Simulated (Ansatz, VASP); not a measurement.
## BeZnSe2 in VASP and in Ansatz

```xyz
4
Lattice="4.6603 0.0000 0.0000 -2.3302 4.0359 0.0000 0.0000 0.0000 5.5229" Properties=species:S:1:pos:R:3 pbc="T T T"
Be    0.0000    2.6906    0.0000
Zn    2.3302    1.3453    2.7614
Se    2.3302    1.3453    0.0000
Se    0.0000    0.0000    0.0000
```

Alike in both runs: functional PBE; k mesh 6 × 6 × 4; occupations gaussian, width 0.1 eV; no spin polarisation.

Ansatz relaxed the structure, and its values are those at the end. VASP's run is a single point on that final structure, the one shown.

```csv
,VASP,Ansatz
version,VASP 6.6.1,Ansatz 0.2.0
potentials or method,"VASP PAW PBE potentials, release 64 (Be, Zn, Se)","scalar-relativistic, plane waves, PAW"
plane-wave cutoff (eV),520,420
valence electrons in the cell,26,46
```

```tsv
	VASP	Ansatz	Ansatz less VASP
gap on the k mesh at the Fermi level (eV)	none	none	-
pressure (GPa)	0.1	0.1	-0.04
```

A gap of «none» marks a metal or a gap that the smearing closes. The two sets of potentials don't hold the same shells in valence.
